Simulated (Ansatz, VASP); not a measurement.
# Nb (Nb wire along [111], 14 atoms a period): VASP beside Ansatz, part 2 of 2

One calculation is typed for both programs; each brings its own data sets. How far apart do they land? Of the first pair: The structure shown is the start of the Ansatz relaxation below; VASP solves that cell, so the two are compared at the walk's first step.

VASP 6.6.1 and Ansatz 0.2.0.

So far: Set-up; Ansatz: relaxation, PBE.

## (3) VASP: single point, PBE, start cell, pair 1

Level of this step: PBE; plane waves and PAW (Nb_sv) (VASP).

The same cell, functional, mesh and smearing now go to VASP, with its own data sets.

Lines of VASP's logs that name or quote its potential files are left out, and so is its time.

INCAR reads:

```
SYSTEM = Nb
PREC = Accurate
ENCUT = 400
EDIFF = 1E-06
NELM = 120
ISMEAR = -1
SIGMA = 0.05
LREAL = .FALSE.
ALGO = Normal
GGA = PE
NBANDS = 112
LASPH = .TRUE.
LORBIT = 11
LWAVE = .FALSE.
LCHARG = .FALSE.
ISIF = 2
GGA_COMPAT = .FALSE.
KPAR = 4
```

POSCAR reads:

```
Nb
1.0
   13.8220000000      0.0000000000      0.0000000000
    0.0000000000     16.2590000000      0.0000000000
    0.0000000000      0.0000000000      2.8665440000
Nb
14
Direct
    0.2459846621      0.7077775386      1.0000000000
    0.4153178266      0.4584444923      1.0000000000
    0.5846510634      0.7077775386      1.0000000000
    0.2459846621      0.3753334768      0.3333332752
    0.4153178266      0.6246665232      0.3333332752
    0.5846510634      0.3753334768      0.3333332752
    0.7539842280      0.6246665232      0.3333332752
    0.2459846621      0.5415555077      0.6666665504
    0.4153178266      0.2922224614      0.6666665504
    0.4153178266      0.7908884925      0.6666665504
    0.5846510634      0.5415555077      0.6666665504
    0.7539842280      0.2922224614      0.6666665504
    0.5846510634      0.2091115075      1.0000000000
    0.7539842280      0.4584444923      1.0000000000
```

KPOINTS reads:

```
Automatic mesh
0
Gamma
1 1 28
0 0 0
```

The projector-augmented-wave data sets are Nb_sv (PBE family, release 64).

Command:

```bash
mpirun -np 4 vasp_std
```

Numbers of over 12 decimals in the logs are rounded to 6 here.

Log:

```text
[banner, memory and clock lines left out]
running    4 mpi-ranks, on    1 nodes
 distrk:  each k-point on    1 cores,    4 groups
 distr:  one band on    1 cores,    1 groups

 POSCAR found type information on POSCAR Nb
 POSCAR found :  1 types and      14 ions
 LDA part: xc-table for (Slater+PW92), standard interpolation
 POSCAR, INCAR and KPOINTS ok, starting setup
 FFT: planning ... GRIDC
 FFT: planning ... GRID_SOFT
 FFT: planning ... GRID
 WAVECAR not read
 entering main loop
       N       E                     dE             d eps       ncg     rms          rms(c)
DAV:   1     0.178476814349E+04    0.17848E+04   -0.91427E+04  4280   0.125E+03
DAV:   2     0.599727286116E+02   -0.17248E+04   -0.16736E+04  4080   0.511E+02
DAV:   3    -0.120125282280E+03   -0.18010E+03   -0.17361E+03  5088   0.103E+02
DAV:   4    -0.143705736654E+03   -0.23580E+02   -0.23108E+02  6296   0.360E+01
DAV:   5    -0.145902375301E+03   -0.21966E+01   -0.21808E+01  5240   0.880E+00    0.260E+01
DAV:   6    -0.148964069613E+03   -0.30617E+01   -0.15588E+02  5096   0.398E+01    0.227E+01
DAV:   7    -0.132989930191E+03    0.15974E+02   -0.10998E+02  5120   0.276E+01    0.102E+01
DAV:   8    -0.131124418207E+03    0.18655E+01   -0.32969E+01  5152   0.153E+01    0.823E+00
DAV:   9    -0.129078421576E+03    0.20460E+01   -0.10217E+01  5040   0.935E+00    0.502E+00
DAV:  10    -0.128850610100E+03    0.22781E+00   -0.20285E+00  5112   0.487E+00    0.422E+00
DAV:  11    -0.128781765827E+03    0.68844E-01   -0.30323E-01  5104   0.230E+00    0.347E+00
DAV:  12    -0.128851332241E+03   -0.69566E-01   -0.83452E-01  5368   0.389E+00    0.253E+00
DAV:  13    -0.128708993189E+03    0.14234E+00   -0.82025E-01  5152   0.409E+00    0.101E+00
DAV:  14    -0.128689290734E+03    0.19702E-01   -0.23055E-01  5280   0.213E+00    0.566E-01
[...]
DAV:  19    -0.128695303640E+03   -0.10957E-02   -0.97161E-04  5152   0.757E-02    0.350E-02
DAV:  20    -0.128695761688E+03   -0.45805E-03   -0.29883E-04  4488   0.554E-02    0.225E-02
DAV:  21    -0.128696014829E+03   -0.25314E-03   -0.12437E-04  4672   0.289E-02    0.140E-02
DAV:  22    -0.128696207802E+03   -0.19297E-03   -0.44212E-05  3952   0.232E-02    0.621E-03
DAV:  23    -0.128696320820E+03   -0.11302E-03   -0.27154E-05  3360   0.121E-02    0.565E-03
DAV:  24    -0.128696342066E+03   -0.21246E-04   -0.81281E-06  3216   0.727E-03    0.251E-03
DAV:  25    -0.128696346554E+03   -0.44878E-05   -0.24604E-06  2800   0.455E-03    0.189E-03
DAV:  26    -0.128696347541E+03   -0.98703E-06   -0.41627E-07  2440   0.251E-03
   1 F= -.12869635E+03 E0= -.12861369E+03  d E =-.165316E+00
```

Parts of OUTCAR (step 3):

```text
ion  position               nearest neighbor table
   1  0.246  0.708  0.000-  10 2.87   5 2.87   8 2.87
   2  0.415  0.458  0.000-   4 2.87   8 2.87   5 2.87   9 2.87   6 2.87  11 2.87
   3  0.585  0.708  0.000-   7 2.87  10 2.87  11 2.87   5 2.87
   4  0.246  0.375  0.333-   9 2.87   2 2.87   8 2.87
   5  0.415  0.625  0.333-  10 2.87   1 2.87   8 2.87   2 2.87   3 2.87  11 2.87
   6  0.585  0.375  0.333-  13 2.87  12 2.87  14 2.87  11 2.87   9 2.87   2 2.87
   7  0.754  0.625  0.333-   3 2.87  11 2.87  14 2.87
   8  0.246  0.542  0.667-   5 2.87   2 2.87   4 2.87   1 2.87
   9  0.415  0.292  0.667-   4 2.87  13 2.87   2 2.87   6 2.87
  10  0.415  0.791  0.667-   5 2.87   1 2.87   3 2.87
  11  0.585  0.542  0.667-   7 2.87  14 2.87   6 2.87   3 2.87   5 2.87   2 2.87
  12  0.754  0.292  0.667-  13 2.87   6 2.87  14 2.87
  13  0.585  0.209  0.000-   6 2.87  12 2.87   9 2.87
  14  0.754  0.458  0.000-   6 2.87  11 2.87   7 2.87  12 2.87

  LATTYP: Found a simple orthorhombic cell.
 ALAT       =     2.8665440000
 B/A-ratio  =     4.8218342366
 C/A-ratio  =     5.6719868943

 Subroutine GETGRP returns: Found  2 space group operations
 (whereof  1 operations were pure point group operations)

The static configuration has the point symmetry C_1 .
 The point group associated with its full space group is S_2 .

 Found     15 irreducible k-points:

   k-points           NKPTS =     15   k-points in BZ     NKDIM =     15   number of bands    NBANDS=    112

   dimension x,y,z NGX =    90 NGY =  108 NGZ =   20
   dimension x,y,z NGXF=   180 NGYF=  216 NGZF=   40

   ENCUT  =  400.0 eV  29.40 Ry    5.42 a.u.  22.54 26.51  4.67*2*pi/ulx,y,z

   NELECT =     182.0000    total number of electrons

 k-points in reciprocal lattice and weights: Automatic mesh
   0.00000000  0.00000000  0.00000000       0.036
   0.00000000  0.00000000  0.03571429       0.071
   0.00000000  0.00000000  0.07142857       0.071
   0.00000000  0.00000000  0.10714286       0.071
   0.00000000  0.00000000  0.14285714       0.071
   0.00000000  0.00000000  0.17857143       0.071
   0.00000000  0.00000000  0.21428571       0.071
   0.00000000  0.00000000  0.25000000       0.071
   0.00000000  0.00000000  0.28571429       0.071
[...]
0.00000000  0.00000000  0.46428571       0.071
   0.00000000  0.00000000  0.50000000       0.036

 average (electrostatic) potential at core
       1 -86.2792       2 -85.7871       3 -86.1480       4 -86.2170       5 -85.8269
       6 -85.8269       7 -86.2170       8 -86.1490       9 -86.1480      10 -86.2817
      11 -85.7871      12 -86.2793      13 -86.2817      14 -86.1490

 E-fermi :   2.3342

 k-point     1 :       0.0000    0.0000    0.0000
  band No.  band energies     occupation
    ...
     89       2.0088      1.99702
     90       2.0985      1.98224
     91       2.1878      1.89856
     92       2.2034      1.86383
     93       2.3845      0.53605
     94       2.4222      0.29369
     95       2.5907      0.01177
     96       2.6001      0.00977
     97       2.8399      0.00008
     98       2.9224      0.00002
    ...

 k-point     2 :       0.0000    0.0000    0.0357
  band No.  band energies     occupation
    ...
     89       1.9895      1.99797
     90       2.1038      1.98026
     91       2.1776      1.91641
     92       2.2223      1.80743
     93       2.3828      0.54898
     94       2.3987      0.43195
     95       2.5467      0.02814
     96       2.6102      0.00799
     97       2.8261      0.00011
     98       2.8683      0.00005
    ...

 k-point     3 :       0.0000    0.0000    0.0714
  band No.  band energies     occupation
    ...
     90       2.1017      1.98106
     91       2.1375      1.96166
     92       2.2974      1.35290
     93       2.3309      1.03351
     94       2.3750      0.61337
     95       2.4711      0.12159
     96       2.5828      0.01377
     97       2.7419      0.00057
     98       2.8003      0.00018
     99       2.9272      0.00001
    ...

  Total      -18.7567594    -19.6331318    -29.0541065      1.0899797     -0.7921506     -1.3906664
  in kB      -46.6492920    -48.8288878    -72.2594704      2.7108512     -1.9701305     -3.4586786
  external PRESSURE =     -55.9125501 kB  Pullay stress =       0.0000000 kB

  energy-cutoff  :      400.00
  volume of cell :      644.20
      direct lattice vectors                 reciprocal lattice vectors
    13.822000000  0.000000000  0.000000000     0.072348430  0.000000000  0.000000000
     0.000000000 16.259000000  0.000000000     0.000000000  0.061504398  0.000000000
     0.000000000  0.000000000  2.866544000     0.000000000  0.000000000  0.348852137

 POSITION                                       TOTAL-FORCE (eV/Angst)
 -----------------------------------------------------------------------------------
      3.40000     11.50776      0.00000         1.431561     -0.505278     -0.062171
      5.74052      7.45385      0.00000        -0.491260     -0.305453      0.059217
      8.08105     11.50776      0.00000        -0.042735     -0.140785      0.034296
      3.40000      6.10255      0.95551         1.176488      0.677522      0.273668
      5.74052     10.15645      0.95551        -0.422821      0.752086     -0.000793
      8.08105      6.10255      0.95551         0.422821     -0.752086      0.000793
     10.42157     10.15645      0.95551        -1.176488     -0.677522     -0.273668
      3.40000      8.80515      1.91103         0.130376     -0.015355     -0.039230
      5.74052      4.75124      1.91103         0.042735      0.140785     -0.034296
      5.74052     12.85906      1.91103        -0.276652     -1.519525      0.066589
      8.08105      8.80515      1.91103         0.491260      0.305453     -0.059217
     10.42157      4.75124      1.91103        -1.431561      0.505278      0.062171
      8.08105      3.39994      0.00000         0.276652      1.519525     -0.066589
     10.42157      7.45385      0.00000        -0.130376      0.015355      0.039230
 -----------------------------------------------------------------------------------
    total drift:                               -0.000003     -0.000004     -0.000010

  FREE ENERGIE OF THE ION-ELECTRON SYSTEM (eV)
  ---------------------------------------------------
  free  energy   TOTEN  =      -128.6963475406 eV

  energy  without entropy=     -128.5310311375  energy(sigma->0) =     -128.61368934

 total charge
# of ion       s       p       d       tot
------------------------------------------
    1        2.214   5.928   2.528  10.670
    2        2.214   6.014   2.449  10.678
    3        2.213   5.957   2.492  10.662
    4        2.214   5.925   2.541  10.680
    5        2.213   6.011   2.456  10.679
    6        2.213   6.011   2.456  10.679
    7        2.214   5.925   2.541  10.680
    8        2.214   5.957   2.492  10.662
    9        2.213   5.957   2.492  10.662
   10        2.214   5.927   2.529  10.670
   11        2.214   6.014   2.449  10.678
   12        2.214   5.928   2.528  10.670
   13        2.214   5.927   2.529  10.670
   14        2.214   5.957   2.492  10.662
--------------------------------------------------
tot         30.992  83.439  34.972 149.403

[... 3 further parts left out ...]
```

## (4) Side by side

Known differences besides the potentials themselves: the cutoff is 420 eV in Ansatz and 400 eV in VASP. Total energies have different zeros and are not compared.

Forces on 7 of the 14 atoms, those with the largest forces and the largest differences (eV/Å; atoms numbered as in POSCAR):

```csv
atom,"Ansatz x, y, z","VASP x, y, z"
Nb1,"1.423, -0.501, -0.062","1.432, -0.505, -0.062"
Nb4,"1.168, 0.673, 0.274","1.176, 0.678, 0.274"
Nb6,"0.422, -0.750, 0.001","0.423, -0.752, 0.001"
Nb7,"-1.168, -0.673, -0.274","-1.176, -0.678, -0.274"
Nb10,"-0.276, -1.511, 0.066","-0.277, -1.520, 0.067"
Nb12,"-1.423, 0.501, 0.062","-1.432, 0.505, 0.062"
Nb13,"0.276, 1.511, -0.066","0.277, 1.520, -0.067"
```

The forces differ by 4.3 meV/Å r.m.s., which is 0.7 % of the r.m.s. force of 0.607 eV/Å (both taken over all components).

## (5) Ansatz: relaxation, PBE

This run makes the geometry at which the two programs are then compared. The cell compared in this pair holds 611.01 Å³, against 644.20 Å³ for the pair before.

The structure compared here is the end of the Ansatz relaxation.

input.yaml reads:

```yaml
crystal:
  lattice:
    - [13.822, 0.0, 0.0]
    - [0.0, 16.259, 0.0]
    - [0.0, 0.0, 2.8665440865]
  atoms:
    - { symbol: Nb, position: [0.245984662, 0.707780986, 0.0] }
    - { symbol: Nb, position: [0.415317859, 0.458447969, 0.0] }
    - { symbol: Nb, position: [0.584651056, 0.707780986, 0.0] }
    - { symbol: Nb, position: [0.245984662, 0.375336963, 0.333333333] }
    - { symbol: Nb, position: [0.415317859, 0.62466998, 0.333333333] }
    - { symbol: Nb, position: [0.584651056, 0.375336963, 0.333333333] }
    - { symbol: Nb, position: [0.753984252, 0.62466998, 0.333333333] }
    - { symbol: Nb, position: [0.245984662, 0.541558974, 0.666666667] }
    - { symbol: Nb, position: [0.415317859, 0.292225957, 0.666666667] }
    - { symbol: Nb, position: [0.415317859, 0.790891992, 0.666666667] }
    - { symbol: Nb, position: [0.584651056, 0.541558974, 0.666666667] }
    - { symbol: Nb, position: [0.753984252, 0.292225957, 0.666666667] }
    - { symbol: Nb, position: [0.584651056, 0.209114952, 0.0] }
    - { symbol: Nb, position: [0.753984252, 0.458447969, 0.0] }
kpoints:
  mp_grid: { grid: [1, 1, 28] }
scf:
  occupations: { method: fermi_dirac, width: 0.05 }
hamiltonian:
  xc: pbe
  pseudopotentials: { kind: paw, azcp: { folder: soft_1 } }
relax:
  cell: { fix: [a, b, alpha, beta, gamma] }
  max_steps: 45
  f_tol: 0.03
```

Command:

```bash
ansatz run input.yaml --threads 4 --pin off --max-ram 16384MiB --backend cpu --events-out ev --progress --plain --runs-dir out
```

Log:

```text
[...]
Crystal: 14 atoms, lattice volume = 644.204 Å³
Basis set: ecut = 420 eV, 12549 PW (Γ), exchange–correlation on 192×240×40 points (8 copies of the dense FFT grid, shifted against one another)
Bands: 110, of which v1, the nominal top of the filled ones, is band 91 counted from 1 (90 counted from 0)
Symmetry: 2 space group operations
[...]
k-points: 15 of 28
[...]
- { symbol: Nb, position: [0.749434, 0.622962, 0.264733] }
    - { symbol: Nb, position: [0.242622, 0.537941, 0.700107] }
    - { symbol: Nb, position: [0.411072, 0.291625, 0.699128] }
    - { symbol: Nb, position: [0.417321, 0.778649, 0.655238] }
    - { symbol: Nb, position: [0.586174, 0.542483, 0.640237] }
    - { symbol: Nb, position: [0.744402, 0.300665, 0.655249] }
    - { symbol: Nb, position: [0.582648, 0.221351, 0.011429] }
    - { symbol: Nb, position: [0.757347, 0.462059, -0.033441] }
[key lines of the parts left out:]
SCF converged after 7 iterations
Free energy (F): -63719.625924 eV
Fermi energy:    5.293802 eV
P = ⅓ Tr σ = -0.1054 GPa (-1.054 kbar)
```

## (6) VASP: single point, PBE, relaxed cell, pair 2

The same cell, functional, mesh and smearing now go to VASP, with its own data sets.

INCAR: that of step 3 with these lines changed.

```diff
@@ -2,3 +2,3 @@
 PREC = Accurate
-ENCUT = 400
+ENCUT = 500
 EDIFF = 1E-06
```

POSCAR reads:

```
Nb
1.0
   13.8220000000      0.0000000000      0.0000000000
    0.0000000000     16.2590000000      0.0000000000
    0.0000000000      0.0000000000      2.7188371408
Nb
14
Direct
    0.2555673457      0.6993346496      0.0114172739
    0.4137954088      0.4575169882      0.0264298174
    0.5888973872      0.7083749247      0.9675389503
    0.2505345629      0.3770382041      0.4019338369
    0.4167058452      0.6217890636      0.3333363165
    0.5832630694      0.3782109364      0.3333303502
    0.7494343517      0.6229617959      0.2647328298
    0.2426220426      0.5379406994      0.7001073476
    0.4110715274      0.2916250753      0.6991277164
    0.4173207748      0.7786493761      0.6552377127
    0.5861735057      0.5424830118      0.6402368493
    0.7444015689      0.3006653504      0.6552493928
    0.5826481398      0.2213506239      0.0114289540
    0.7573468720      0.4620593006      0.9665593192
```

KPOINTS is that of step 3.

Command:

```bash
mpirun -np 4 vasp_std
```

Log:

```text
[... set-up lines as in an earlier step ...]
 entering main loop
       N       E                     dE             d eps       ncg     rms          rms(c)
DAV:   1     0.220360569783E+04    0.22036E+04   -0.99024E+04  4160   0.148E+03
DAV:   2     0.866006370200E+02   -0.21170E+04   -0.20520E+04  4152   0.617E+02
DAV:   3    -0.120393177050E+03   -0.20699E+03   -0.19964E+03  5240   0.125E+02
DAV:   4    -0.144592572480E+03   -0.24199E+02   -0.23734E+02  6120   0.392E+01
[...]
DAV:  25    -0.130246497836E+03   -0.97482E-05   -0.29859E-06  2832   0.433E-03    0.175E-03
DAV:  26    -0.130246499423E+03   -0.15869E-05   -0.73267E-07  2576   0.307E-03    0.131E-03
DAV:  27    -0.130246499628E+03   -0.20414E-06   -0.24834E-07  2288   0.231E-03
   1 F= -.13024650E+03 E0= -.13018571E+03  d E =-.121571E+00
```

Parts of OUTCAR (step 6):

```text
  Total       -1.5406724     -0.8305731     -0.5320329     -0.0567936     -0.0022212      0.0078005
  in kB       -4.0399219     -2.1779131     -1.3950866     -0.1489232     -0.0058245      0.0204544
  external PRESSURE =      -2.5376405 kB  Pullay stress =       0.0000000 kB

 POSITION                                       TOTAL-FORCE (eV/Angst)
 -----------------------------------------------------------------------------------
      3.53245     11.37048      0.03104         0.021272     -0.010650      0.001897
      5.71948      7.43877      0.07186        -0.005864     -0.007379     -0.004796
      8.13974     11.51747      2.63058        -0.005713     -0.010622      0.000629
      3.46289      6.13026      1.09279         0.023684      0.010988      0.003121
      5.75971     10.10967      0.90629        -0.005401      0.002531      0.001019
      8.06186      6.14933      0.90627         0.005401     -0.002531     -0.001019
     10.35868     10.12874      0.71977        -0.023684     -0.010988     -0.003121
      3.35352      8.74638      1.90348         0.006124      0.003231     -0.002486
      5.68183      4.74153      1.90081         0.005713      0.010622     -0.000629
      5.76821     12.66006      1.78148        -0.003174     -0.015036     -0.002542
      8.10209      8.82023      1.74070         0.005864      0.007379      0.004796
     10.28912      4.88852      1.78152        -0.021272      0.010650     -0.001897
      8.05336      3.59894      0.03107         0.003174      0.015036      0.002542
     10.46805      7.51262      2.62792        -0.006124     -0.003231      0.002486
 -----------------------------------------------------------------------------------
    total drift:                                0.000057      0.000040     -0.000005

  FREE ENERGIE OF THE ION-ELECTRON SYSTEM (eV)
  ---------------------------------------------------
  free  energy   TOTEN  =      -130.2464996276 eV

  energy  without entropy=     -130.1249284180  energy(sigma->0) =     -130.18571402

[... 1 part as in an earlier step ...]

[... 2 further parts left out ...]
[key lines of the parts left out:]
E-fermi :   2.5604
```

## (7) Side by side

What differs besides the data sets and the points named for the pairs above, as far as they apply: the cutoff is 420 eV in Ansatz and 500 eV in VASP; Ansatz's pressure holds a Pulay correction, VASP's none. Total energies have different zeros and are not compared.

Compared:

| quantity | Ansatz | VASP | difference |
| --- | --- | --- | --- |
| pressure (GPa) | -0.11 | -0.25 | +0.15 |

At this near-relaxed geometry the largest component of a force difference is 16 meV/Å.

## (8) Results

| Property | Result |
| --- | --- |
| r.m.s. force difference (single point, PBE, start cell, pair 1) | 0.71 % of the r.m.s. force |
| difference in pressure (single point, PBE, relaxed cell, pair 2) | 0.15 GPa |
| r.m.s. force difference (single point, PBE, relaxed cell, pair 2) | 7.6 meV/Å |

What this shows: The r.m.s. force difference is 7.6 meV/Å (single point, PBE, relaxed cell, pair 2), within the 12 meV/Å picked in this series as the mark of a large difference. Such differences can come from data sets, numerical settings and the points named under the comparisons, not from the functional's error against experiment.

[Lines on the potential files, build, host, timing and source positions are cut from VASP's logs without a mark.]

[Logs are printed without paths, hosts, clocks, repeated set-up lines and the standing remarks that a program may print on its own settings, such as how far it seeks lower states.]

[Hosts, paths, dates, database ids (printed as entryN), source tags and the programs' standing remarks are cut or masked in the printed files.]
